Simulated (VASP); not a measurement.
Calculation: r2SCAN meta-GGA, VASP's PBE PAW potentials (set 64) (plane waves; VASP).

VASP input:

**INCAR**
```
SYSTEM = CsPbCl3
PREC = Accurate
ENCUT = 400
EDIFF = 1E-7
NELM = 100
ALGO = Normal
LREAL = .FALSE.
LASPH = .TRUE.
ISMEAR = -5
METAGGA = R2SCAN
LMIXTAU = .TRUE.
LMAXMIX = 4
LWAVE = .FALSE.
LCHARG = .FALSE.
LORBIT = 11
NEDOS = 601
ISIF = 2
LEFG = .TRUE.
```

### KPOINTS
```
kpoints
0
gamma
5 5 5
```

File KPOINTS_OPT:
```
k-points along high-symmetry lines
8
Line-mode
Reciprocal
  0.000000   0.000000   0.000000 ! GAMMA
  0.500000   0.500000   0.500000 ! T

  0.500000   0.500000   0.500000 ! T
  0.505438   0.494562   0.500000 ! H_2

  0.500000  -0.494562   0.494562 ! H_0
  0.500000   0.000000   0.000000 ! L

  0.500000   0.000000   0.000000 ! L
  0.000000   0.000000   0.000000 ! GAMMA

  0.000000   0.000000   0.000000 ! GAMMA
  0.497281  -0.497281   0.000000 ! S_0

  0.502719   0.000000   0.497281 ! S_2
  0.500000   0.000000   0.500000 ! F

  0.500000   0.000000   0.500000 ! F
  0.000000   0.000000   0.000000 ! GAMMA
```

File POSCAR:
```
CsPbCl3
4.618570
  0.8660254222   0.5000000933   0.7123889825
 -0.8660254222   0.5000000933   0.7123889825
  0.0000000000  -0.9999999707   0.7123889829
Cs Pb Cl
1 1 3
Direct
  0.5000000000   0.5000000000   0.5000000000
  0.0000000000   0.0000000000   0.0000000000
  0.5000000000   0.0182019065   0.9817980935
  0.9817980935   0.5000000000   0.0182019065
  0.0182019065   0.9817980935   0.5000000000
```

POTCAR, in this order: Cs_sv Pb_d Cl (PBE.64 set). Program: vasp_std.

Problem. What will the output report for the number of irreducible k-points (NKPTS), number of bands (NBANDS), largest plane-wave count, number of space-group operations, FFT grid (NGX, NGY, NGZ)?

Solution. 
```json
{
 "number of irreducible k-points (NKPTS)": "19",
 "number of bands (NBANDS)": "26",
 "largest_plane_wave_count": "3324",
 "number_of_space_group_operations": "6",
 "FFT grid (NGX, NGY, NGZ)": "40 × 40 × 40"
}
```

The structure comes from a computed database's CsPbCl3 entry (R32); how it stands against other phases isn't given here. It was relaxed first.
